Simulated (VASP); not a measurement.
Given:

```
Li2O
1.0
    0.00000     2.28285     2.28285
    2.28285     0.00000     2.28285
    2.28285     2.28285     0.00000
Li O
2 1
Cartesian
  1.14143   1.14143   1.14143
  3.42428   3.42428   3.42428
  0.00000   0.00000   0.00000
```

The numbers are results of SCAN meta-GGA, VASP's PBE PAW potentials (set 64) (plane waves; VASP 6.6.1), not measurements. Settings: 520 eV cut-off, 11×11×11 Γ-centred mesh, tetrahedra with Blöchl corrections, potentials Li_sv O.

Task: What does the run give for the energy per atom (σ→0), band gap (over mesh and band path) with the smallest direct gap where there is one?

Result: 
* **band gap (over mesh and band path)**: 5.69 eV
* **smallest direct gap (over mesh and band path)**: 6.32 eV
* **energy per atom (σ→0)**: -551.9 kJ/mol of atoms

The compound is Li2O in the antifluorite structure. It was relaxed first.
